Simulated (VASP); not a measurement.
# Nb3Cr (I4/mmm) in VASP: reference runs

Aim: a first look at Nb3Cr with PBE, on the cell as given.

Everything below comes from runs of VASP 6.6.1. Logs are shortened: lines on timing, memory, paths and dates and some standing lists are left out, and cuts for length are marked.

## (1) The structure

The structure is tetragonal, space group I4/mmm (No. 139). Conventional cell: a = 3.793 Å, b = 3.793 Å, c = 9.541 Å, α = 90.00°, β = 90.00°, γ = 90.00°. Around Nb (site symmetry -4m2) lie 8 Nb at 2.68 to 3.05 Å and 4 Cr at 3.05 Å. Nb (site symmetry 4/mmm) is surrounded by 4 Cr at 2.68 Å and 8 Nb at 3.05 Å. Around Cr (site symmetry 4/mmm) lie 12 Nb at 2.68 to 3.05 Å.

The cell comes from a database or a generator and needn't be the stable form of this composition.

## (2) Single point, PBE, collinear spin, ferromagnetic start

File INCAR:

```
SYSTEM = Nb3Cr
PREC = Accurate ; ENCUT = 520
EDIFF = 1E-7 ; ISMEAR = -1
SIGMA = 0.05 ; LREAL = .FALSE.
LASPH = .TRUE. ; NELM = 100
ALGO = Normal ; ISIF = 2
LWAVE = .FALSE. ; LCHARG = .FALSE.
ISPIN = 2 ; MAGMOM = 0 0 0 3
LORBIT = 11 ; LMAXMIX = 4
GGA = PE ; NBANDS = 38
```

File KPOINTS:

```
regular mesh
0
G
  10 10 10
  0 0 0
```

File POSCAR:

```
Nb3Cr
1.0
   -1.8966860000      1.8966860000      4.7702800000
    1.8966860000     -1.8966860000      4.7702800000
    1.8966860000      1.8966860000     -4.7702800000
Nb Cr
3 1
Direct
    0.2500000000      0.7500000000      0.5000000000
    0.7500000000      0.2500000000      0.5000000000
    0.5000000000      0.5000000000      0.0000000000
    0.0000000000      0.0000000000      0.0000000000
```

Potentials or basis: VASP PAW PBE potentials, release 64 (Nb_sv, Cr_pv).

Run with:

```sh
> cat potpaw_PBE.64/Nb_sv/POTCAR potpaw_PBE.64/Cr_pv/POTCAR > POTCAR
> mpirun -np 1 vasp_std > vasp.out
```

OUTCAR:

```text
SYSTEM = Nb3Cr
   PREC = Accurate
   ENCUT = 520
   EDIFF = 1E-7
   ISMEAR = -1
   LREAL = .FALSE.
   LASPH = .TRUE.
   NELM = 100
   ISIF = 2
   ISPIN = 2
   LORBIT = 11
   GGA = PE

 ion  position               nearest neighbor table
   1  0.250  0.750  0.500-   2 2.68   2 2.68   2 2.68   2 2.68   4 3.05   3 3.05   4 3.05   3 3.05
                             4 3.05   4 3.05   3 3.05   3 3.05
   2  0.750  0.250  0.500-   1 2.68   1 2.68   1 2.68   1 2.68   4 3.05   3 3.05   4 3.05   4 3.05
                             3 3.05   3 3.05   4 3.05   3 3.05
   3  0.500  0.500  0.000-   4 2.68   4 2.68   4 2.68   4 2.68   2 3.05   1 3.05   2 3.05   2 3.05
                             1 3.05   1 3.05   2 3.05   1 3.05
   4  0.000  0.000  0.000-   3 2.68   3 2.68   3 2.68   3 2.68   2 3.05   1 3.05   2 3.05   1 3.05
                             2 3.05   2 3.05   1 3.05   1 3.05

  LATTYP: Found a body centered tetragonal cell.
 ALAT       =     3.7933720000
 C/A-ratio  =     2.5150604792

  Lattice vectors:

 A1 = (  -1.8966860000,   1.8966860000,   4.7702800000)
 A2 = (   1.8966860000,  -1.8966860000,   4.7702800000)
 A3 = (   1.8966860000,   1.8966860000,  -4.7702800000)

Analysis of symmetry for initial positions (statically):
=====================================================================
 Subroutine PRICEL returns:
 Original cell was already a primitive cell.

 Routine SETGRP: Setting up the symmetry group for a
 body centered tetragonal supercell.

 Subroutine GETGRP returns: Found 16 space group operations
 (whereof 16 operations were pure point group operations)
 out of a pool of 16 trial point group operations.

The static configuration has the point symmetry D_4h.

Analysis of symmetry for dynamics (positions and initial velocities):
=====================================================================
 Subroutine PRICEL returns:
 Original cell was already a primitive cell.

 Routine SETGRP: Setting up the symmetry group for a
 body centered tetragonal supercell.

 Subroutine GETGRP returns: Found 16 space group operations
 (whereof 16 operations were pure point group operations)
 out of a pool of 16 trial point group operations.

The dynamic configuration has the point symmetry D_4h.

Analysis of structural, dynamic, and magnetic symmetry:
=====================================================================
 Subroutine PRICEL returns:
 Original cell was already a primitive cell.

 Routine SETGRP: Setting up the symmetry group for a
 body centered tetragonal supercell.

 Subroutine GETGRP returns: Found 16 space group operations
 (whereof 16 operations were pure point group operations)
 out of a pool of 16 trial point group operations.

The overall configuration has the point symmetry D_4h.

 Subroutine INISYM returns: Found 16 space group operations
 (whereof 16 operations are pure point group operations),
 and found     1 'primitive' translations

----------------------------------------------------------------------------------------

                                     Primitive cell

  volume of cell :      68.6428

  direct lattice vectors                    reciprocal lattice vectors
    -1.896686000  1.896686000  4.770280000     0.000000000  0.263617700  0.104815650
     1.896686000 -1.896686000  4.770280000     0.263617700  0.000000000  0.104815650
     1.896686000  1.896686000 -4.770280000     0.263617700  0.263617700  0.000000000

  length of vectors
     5.472696487  5.472696487  5.472696487     0.283691050  0.283691050  0.372811726

  position of ions in fractional coordinates (direct lattice)
     0.250000000  0.750000000  0.500000000
     0.750000000  0.250000000  0.500000000
     0.500000000  0.500000000  0.000000000
     0.000000000  0.000000000  0.000000000

  ion indices of the primitive-cell ions
   primitive index   ion index
                 1           1
                 2           2
                 3           3
                 4           4

----------------------------------------------------------------------------------------

 KPOINTS: regular mesh

Automatic generation of k-mesh.
 Grid dimensions read from file:
 generate k-points for:   10   10   10

 Generating k-lattice:

  Cartesian coordinates                     Fractional coordinates (reciprocal lattice)
     0.000000000  0.026361770  0.010481565     0.100000000  0.000000000 -0.000000000
[... 39 lines left out ...]
  0.400000  0.300000  0.000000     16.000000
 [... further k-points ...]
   k-points           NKPTS =    102   k-points in BZ     NKDIM =    102   number of bands    NBANDS=     38
   number of dos      NEDOS =    301   number of ions     NIONS =      4
   total plane-waves  NPLWV =  74088
   dimension x,y,z NGX =    42 NGY =   42 NGZ =   42
   dimension x,y,z NGXF=    84 NGYF=   84 NGZF=   84
   ions per type =               3   1
   NGX,Y,Z   is equivalent  to a cutoff of  12.76, 12.76, 12.76 a.u.
   NGXF,Y,Z  is equivalent  to a cutoff of  25.52, 25.52, 25.52 a.u.
 SYSTEM =  Nb3Cr
   PREC   = accura    normal or accurate (medium, high low for compatibility)
   ISTART =      0    job   : 0-new  1-cont  2-samecut
   ICHARG =      2    charge: 1-file 2-atom 10-const
   ISPIN  =      2    spin polarized calculation?
   LNONCOLLINEAR =      F non collinear calculations
   LSORBIT =      F    spin-orbit coupling
   LASPH  =      T    aspherical Exc in radial PAW
   ENCUT  =  520.0 eV  38.22 Ry    6.18 a.u.  10.18 10.18 10.18*2*pi/ulx,y,z
   NELM   =    100;   NELMIN=  2; NELMDL= -5     # of ELM steps
   EDIFF  = 0.1E-06   stopping-criterion for ELM
   LREAL  =      F    real-space projection
   EDIFFG = 0.1E-05   stopping-criterion for IOM
   NSW    =      0    number of steps for IOM
   IBRION =     -1    ionic relax: 0-MD 1-quasi-New 2-CG
   NFREE  =      0    steps in history (QN), initial steepest desc. (CG)
   ISIF   =      2    stress and relaxation
   ISYM   =      2    0-nonsym 1-usesym 2-fastsym
   POTIM  = 0.5000    time-step for ionic-motion
   TEBEG  =    0.0;   TEEND  =   0.0 temperature during run
   PSTRESS=    0.0 pullay stress
   NELECT =      51.0000    total number of electrons
   NUPDOWN=      -1.0000    fix difference up-down
   EMIN   =  10.00;   EMAX   =-10.00  energy-range for DOS
   EFERMI =   0.00;   METHOD = LEGACY
   ISMEAR =    -1;   SIGMA  =   0.05  broadening in eV -4-tet -1-fermi 0-gaus
   EFERMI_NEDOS =   21; number of points for ismear=-14 and -15
   IALGO  =     38    algorithm
   IMIX   =      4    mixing-type and parameters
     AMIX     =   0.40;   BMIX     =  1.00
     AMIX_MAG =   1.60;   BMIX_MAG =  1.00
  volume/ion in A,a.u.               =      17.16       115.81
  Fermi-wavevector in a.u.,A,eV,Ry     =   1.482746  2.801983 29.912878  2.198535
  Thomas-Fermi vector in A             =   2.596493
   LORBIT       =     11    0 simple, 1 ext, 2 COOP (PROOUT), +10 PAW based schemes
   GGA     = PE    functional components
   LHFCALC =     F    Hartree Fock is set to
   AEXX    =    0.0000 exact exchange contribution
   IVDW    =     0    specifies the selected vdW correction
   LEPSILON=     F    determine dielectric tensor
   LRPA    =     F    only Hartree local field effects (RPA)
 spin polarized calculation
  energy-cutoff  :      520.00
  volume of cell :       68.64
 maximum number of plane-waves:      1863
 NGX is ok and might be reduce to    42
   NGX = 21   NGY = 21   NGZ = 21

 number of electron      50.9999996 magnetization       0.0001099

 Free energy of the ion-electron system (eV)
  ---------------------------------------------------
  ext. energy  EPLUGINS =         0.00000000
  ---------------------------------------------------
  free energy    TOTEN  =       -39.13928066 eV

  energy without entropy =      -39.10361056  energy(sigma->0) =      -39.12144561

 E-fermi :  10.6268     XC(G=0): -12.4537

 val. band max:       10.6248514092   @ k =  -0.2000   0.3000   0.1000
 cond. band min:      10.6272629110   @ k =  -0.3000   0.4000   0.1000
 fundamental gap:      0.0024115018
 Fermi energy:        10.6268293091

 spin component 1

 k-point     1 :       0.0000    0.0000    0.0000
  band No.  band energies     occupation
      1     -43.9853      1.00000
      2     -43.8416      1.00000
      3     -43.5060      1.00000
      4     -32.1145      1.00000
      5     -32.1015      1.00000
      6     -32.1015      1.00000
[... 949 lines left out ...]
     36      14.9857      0.00000
     37      15.8099      0.00000

 [... further k-points ...]

 spin component 2

 k-point     1 :       0.0000    0.0000    0.0000
  band No.  band energies     occupation
      1     -43.9853      1.00000
      2     -43.8416      1.00000
      3     -43.5061      1.00000
      4     -32.1142      1.00000
      5     -32.1012      1.00000
      6     -32.1012      1.00000
[... 949 lines left out ...]
     36      14.9857      0.00000
     37      15.8099      0.00000

 [... further k-points ...]

 [bands above 37 left out]

------------------------ aborting loop because EDIFF is reached ----------------------------------------

  FORCE on cell =-STRESS in cart. coord.  units (eV):
  Direction    XX          YY          ZZ          XY          YZ          ZX
  --------------------------------------------------------------------------------------
  -------------------------------------------------------------------------------------
  Total       -1.6083384     -1.6083384     -0.7927564      0.0000000      0.0000000      0.0000000
  in kB      -37.5399139    -37.5399139    -18.5035722      0.0000000      0.0000000      0.0000000
  external PRESSURE =     -31.1944667 kB  Pullay stress =       0.0000000 kB

 VOLUME and BASIS-vectors are now :
 -----------------------------------------------------------------------------
  energy-cutoff  :      520.00
  volume of cell :       68.64
      direct lattice vectors                 reciprocal lattice vectors
    -1.896686000  1.896686000  4.770280000     0.000000000  0.263617700  0.104815650
     1.896686000 -1.896686000  4.770280000     0.263617700  0.000000000  0.104815650
     1.896686000  1.896686000 -4.770280000     0.263617700  0.263617700  0.000000000

 POSITION                                       TOTAL-FORCE (eV/Angst)
 -----------------------------------------------------------------------------------
      1.89669     -0.00000      2.38514         0.000000     -0.000000      0.000000
     -0.00000      1.89669      2.38514        -0.000000      0.000000     -0.000000
      0.00000      0.00000      4.77028        -0.000000      0.000000      0.000000
      0.00000      0.00000      0.00000        -0.000000      0.000000      0.000000
 -----------------------------------------------------------------------------------
    total drift:                               -0.000000      0.000000      0.000000

  FREE ENERGIE OF THE ION-ELECTRON SYSTEM (eV)
  ---------------------------------------------------
  free  energy   TOTEN  =       -39.1392806630 eV

  energy  without entropy=      -39.1036105646  energy(sigma->0) =      -39.12144561

 total charge

# of ion       s       p       d       tot
------------------------------------------
    1        2.226   6.001   2.545  10.772
    2        2.226   6.001   2.545  10.772
    3        2.220   6.007   2.416  10.643
    4        0.378   6.262   4.117  10.758
--------------------------------------------------
tot          7.050  24.270  11.624  42.944

 magnetization (x)

# of ion       s       p       d       tot
------------------------------------------
    1       -0.000  -0.000  -0.000  -0.000
    2       -0.000  -0.000  -0.000  -0.000
    3       -0.000  -0.000  -0.000  -0.000
    4       -0.000   0.000   0.000   0.000
--------------------------------------------------
tot         -0.000  -0.000   0.000   0.000
```

It took 21 min on 1 thread of Intel Xeon Platinum 8488C (Sapphire Rapids), shared host; peak memory 0.55 GiB.

What came out:

* Free energy: -39.1393 eV
* Pressure: -3.1 GPa
* Band gap on the k mesh: none (metal or under the smearing width)
* Net moment: 0.00 μB per cell
* Valence electrons inside the program's atomic spheres: Nb 10.77, 10.64; Cr 10.76

Caveat: the starting moments collapsed, and a magnetic state may lie lower.
